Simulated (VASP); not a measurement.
# CuRh2S4 (Cuprorhodsite): structure and properties in VASP, part 2 of 2

What structure and properties does PBEsol give CuRh2S4 (Cuprorhodsite), and how near are they to the measured ones? The start is a cell from a database of measured crystal structures.

VASP 6.6.1; PBEsol, no spin polarisation; plane waves and PAW (Cu, Rh_pv, S).

Still holding for the runs below: This run has no spin polarisation, although Cu and Rh can carry a moment. The k-mesh is coarse for a metal.

So far. Step 8 (Field gradients at the nuclei (PBEsol)): The largest gradient, -46.72 V/Å², sits on Rh3 and like sites; the stable nuclei of Rh have no quadrupole moment in their ground state, so NMR and NQR don't see it. Step 9 (Volume scan with PBEsol, volume scale 0.94): The pressure here is 10.57 GPa.

## 10. Volume scan with PBEsol, volume scale 0.96

Contents of INCAR:

```
SYSTEM = CuRh2S4
PREC = Accurate
ENCUT = 400
EDIFF = 1E-06
NELM = 100
ISMEAR = 0
SIGMA = 0.05
LREAL = .FALSE.
ALGO = Normal
GGA = PS
NBANDS = 80
LASPH = .TRUE.
LORBIT = 11
LWAVE = .FALSE.
LCHARG = .FALSE.
KPAR = 8
ISIF = 2
```

Contents of POSCAR:

```
CuRh2S4
1.0
    0.0000000000      4.7899471766      4.7899471766
    4.7899471766      0.0000000000      4.7899471766
    4.7899471766      4.7899471766      0.0000000000
Cu Rh S
2 4 8
Direct
    0.0000000000      0.0000000000      0.0000000000
    0.2500000000      0.2500000000      0.2500000000
    0.6250000000      0.6250000000      0.6250000000
    0.1250000000      0.6250000000      0.6250000000
    0.6250000000      0.6250000000      0.1250000000
    0.6250000000      0.1250000000      0.6250000000
    0.3839428768      0.3839428768      0.3839428768
    0.4018286304      0.8660571232      0.8660571232
    0.3839428768      0.3839428768      0.8481713696
    0.8660571232      0.4018286304      0.8660571232
    0.8481713696      0.3839428768      0.3839428768
    0.8660571232      0.8660571232      0.8660571232
    0.3839428768      0.8481713696      0.3839428768
    0.8660571232      0.8660571232      0.4018286304
```

Contents of KPOINTS:

```
Automatic mesh
0
Gamma
4 4 4
0 0 0
```

PAW data sets: Cu, Rh_pv and S (PBE family, release 64).

The run is started by

```
mpirun -np 8 vasp_std
```

Elapsed: 26 s, on 8 MPI ranks of Intel Xeon 6975P-C (Granite Rapids), shared host; peak memory 3 GiB.

This step gave:

```yaml
free_energy_toten: -83.2232 eV
energy_at_zero_smearing: -83.2156 eV
fermi_energy: 7.631 eV
pressure: 6.656 GPa
```

Force by atom:

```csv
atom,x (eV/Å),y (eV/Å),z (eV/Å),size
Cu1,0.000,0.000,0.000,0.000
Cu2,0.000,0.000,0.000,0.000
Rh3,0.000,0.000,0.000,0.000
Rh4,0.000,0.000,0.000,0.000
Rh5,0.000,0.000,0.000,0.000
Rh6,0.000,0.000,0.000,0.000
S7,-0.209,-0.209,-0.209,0.361
S8,0.209,-0.209,-0.209,0.361
S9,0.209,0.209,-0.209,0.361
S10,-0.209,0.209,-0.209,0.361
S11,-0.209,0.209,0.209,0.361
S12,0.209,0.209,0.209,0.361
S13,0.209,-0.209,0.209,0.361
S14,-0.209,-0.209,0.209,0.361
```

The pressure falls from 10.57 to 6.66 GPa.

The run ends at a pressure of 6.66 GPa, with forces up to 0.36 eV/Å.

## 11. Volume scan with PBEsol, volume scale 0.98

INCAR is that of step 10.

POSCAR: that of step 10 with these lines changed.

```diff
@@ -2,5 +2,5 @@
 1.0
-    0.0000000000      4.7899471766      4.7899471766
-    4.7899471766      0.0000000000      4.7899471766
-    4.7899471766      4.7899471766      0.0000000000
+    0.0000000000      4.8229823389      4.8229823389
+    4.8229823389      0.0000000000      4.8229823389
+    4.8229823389      4.8229823389      0.0000000000
 Cu Rh S
```

KPOINTS is that of step 10.

The run is started by

```
mpirun -np 8 vasp_std
```

Elapsed: 26 s, on 8 MPI ranks; peak memory 3.1 GiB.

The pressure falls from 6.66 to 3.13 GPa.

The run ends at a pressure of 3.13 GPa, with forces up to 0.17 eV/Å.

## 12. Volume scan with PBEsol, volume scale 1

INCAR is that of step 11.

POSCAR: that of step 11 with these lines changed.

```diff
@@ -2,5 +2,5 @@
 1.0
-    0.0000000000      4.8229823389      4.8229823389
-    4.8229823389      0.0000000000      4.8229823389
-    4.8229823389      4.8229823389      0.0000000000
+    0.0000000000      4.8555710460      4.8555710460
+    4.8555710460      0.0000000000      4.8555710460
+    4.8555710460      4.8555710460      0.0000000000
 Cu Rh S
```

KPOINTS is that of step 11.

The run is started by

```
mpirun -np 8 vasp_std
```

Wall time 33 s (8 MPI ranks); peak memory 3.1 GiB.

The pressure falls from 3.13 to 0.04 GPa.

The run ends at a pressure of 0.04 GPa, with forces up to 1.4e-4 eV/Å.

## 13. Volume scan with PBEsol, volume scale 1.02

INCAR is that of step 12.

POSCAR: that of step 12 with these lines changed.

```diff
@@ -2,5 +2,5 @@
 1.0
-    0.0000000000      4.8555710460      4.8555710460
-    4.8555710460      0.0000000000      4.8555710460
-    4.8555710460      4.8555710460      0.0000000000
+    0.0000000000      4.8877280828      4.8877280828
+    4.8877280828      0.0000000000      4.8877280828
+    4.8877280828      4.8877280828      0.0000000000
 Cu Rh S
```

KPOINTS is that of step 12.

The run is started by

```
mpirun -np 8 vasp_std
```

Elapsed: 27 s, on 8 MPI ranks; peak memory 2.9 GiB.

The pressure falls from 0.04 to -2.78 GPa.

The run ends at a pressure of -2.78 GPa, with forces up to 0.16 eV/Å.

## 14. Volume scan with PBEsol, volume scale 1.04

INCAR is that of step 13.

POSCAR: that of step 13 with these lines changed.

```diff
@@ -2,5 +2,5 @@
 1.0
-    0.0000000000      4.8877280828      4.8877280828
-    4.8877280828      0.0000000000      4.8877280828
-    4.8877280828      4.8877280828      0.0000000000
+    0.0000000000      4.9194674662      4.9194674662
+    4.9194674662      0.0000000000      4.9194674662
+    4.9194674662      4.9194674662      0.0000000000
 Cu Rh S
```

KPOINTS is that of step 13.

The run is started by

```
mpirun -np 8 vasp_std
```

It took 29 s on 8 MPI ranks; peak memory 3 GiB; 3.7 min of CPU time.

The pressure falls from -2.78 to -5.23 GPa.

The run ends at a pressure of -5.23 GPa, with forces up to 0.30 eV/Å.

## 15. Volume scan with PBEsol, volume scale 1.06

A prediction first. A parabola through the 6 pressures of evenly scaled cells so far, P = 0.01 -147.9 t +365 t² GPa with t = ln(V/V₁) and V₁ the volume at scale 1, gives -7.36 GPa at t = +0.0583.

INCAR is that of step 14.

POSCAR: that of step 14 with these lines changed.

```diff
@@ -2,5 +2,5 @@
 1.0
-    0.0000000000      4.9194674662      4.9194674662
-    4.9194674662      0.0000000000      4.9194674662
-    4.9194674662      4.9194674662      0.0000000000
+    0.0000000000      4.9508024987      4.9508024987
+    4.9508024987      0.0000000000      4.9508024987
+    4.9508024987      4.9508024987      0.0000000000
 Cu Rh S
```

KPOINTS is that of step 14.

The run is started by

```
mpirun -np 8 vasp_std
```

The job ended after 26 s (8 MPI ranks; peak memory 3 GiB).

The pressure falls from -5.23 to -7.48 GPa. The parabola predicted -7.36 GPa, +0.11 GPa off.

## 16. Side by side

Times are for 8 MPI ranks of Intel Xeon 6975P-C (Granite Rapids), shared host. The runs compared:

```csv
no.,volume scale,energy above the lowest point (meV/atom),pressure (GPa),time,memory (GiB)
1,0.94,33.63,10.57,26 s,3.0
2,0.96,15,6.656,26 s,3.0
3,0.98,4.12,3.132,26 s,3.1
4,1,0,0.03917,33 s,3.1
5,1.02,2.1,-2.782,27 s,2.9
6,1.04,9.41,-5.225,29 s,3.0
7,1.06,21.64,-7.475,26 s,3.0
```

## 17. Fit for PBEsol

This step: Birch-Murnaghan fit, PBEsol; plane waves and PAW (VASP 6.6.1).

No new run; the numbers come from the runs before.

This step gave:

```
pressure derivative of the bulk modulus : 4.985
r.m.s. error of the fit                 : 3.02e-5 eV/atom
minimum inside the sampled range        : yes
bulk modulus                            : 146.3 GPa
equilibrium volume of the fit           : 16.40 Å³/atom
```

Table of energy above the fitted minimum by volume:

```csv
volume (Å³/atom),energy above the fitted minimum (eV/atom)
15.373,0.0337
15.700,0.0150
16.027,0.00415
16.354,3.0e-5
16.681,0.00213
17.008,0.00944
17.335,0.0217
```

The fitted volume lies +0.30 % from the relaxed one. At a finite cutoff and mesh the minimum of the energy and the zero of the stress don't quite coincide, and the relaxation stops at a threshold. The atoms bear forces along the scan, since they were held; freeing them would lower the modulus.

## 18. Outcome

```
relaxed volume                            : 16.35 Å³/atom
relaxed conventional cell a, b, c         : 9.711, 9.711, 9.711 Å
space group after relaxing, within 0.02 Å : Fd-3m (No. 227)
band gap                                  : none, a metal
DOS at the Fermi level                    : 9.33 states/eV/cell
shallowest level of the frozen cores      : Cu1 3p, 70.0 eV deep
largest field gradient Vzz                : -46.72 V/Å² on Rh3
bulk modulus from the fit                 : 146 GPa
volume from the fit                       : 16.4 Å³/atom
```

What this shows: With PBEsol, CuRh2S4 (Cuprorhodsite) relaxes to 16.35 Å³/atom in space group Fd-3m (held by the symmetry of the run), comes out as a metal and has a bulk modulus of 146 GPa at fixed shape and positions, an upper bound. Against the listed cell the volume lies -2.4 %. Band structure (PBEsol): Of the bands kept, 2 cross the Fermi level on this path. Spin-orbit coupling is left out; it would split some degenerate bands. The k-sampling is coarse for a metal, so the Fermi level, pressures and the shape of the cell carry errors. Magnetism was not tested. No search among competing phases was made, and a listed structure need not be the one stable at ambient conditions. All values are for a static lattice at zero temperature.

Computed beside measured:

| quantity | measured | PBEsol |
| --- | --- | --- |
| lattice constant a (Å) | 9.79 | 9.711 (-0.8 %) |

Measured values from arxiv:cond-mat/9906209 (1999).

Verdict: The lattice constant a is off by -0.8 %: fair agreement. The grades are ours: good and fair within 0.7 and 1.5 % for the lattice constant a. Zero-point motion and thermal expansion are not in the computed lattice constants.

[Lines on the potential files, build, host, timing and source positions are cut from VASP's logs without a mark.]

[Logs are printed without paths, hosts, clocks, repeated set-up lines and the standing remarks that a program may print on its own settings, such as how far it seeks lower states.]

[Hosts, paths, dates, database ids (printed as entryN), source tags and the programs' standing remarks are cut or masked in the printed files.]

[A measured line is paired with the nearest computed mode of its activity, which favours agreement.]

[In band tables of VASP the shares of atoms and orbitals are scaled to a sum of 1 inside the atoms' spheres.]
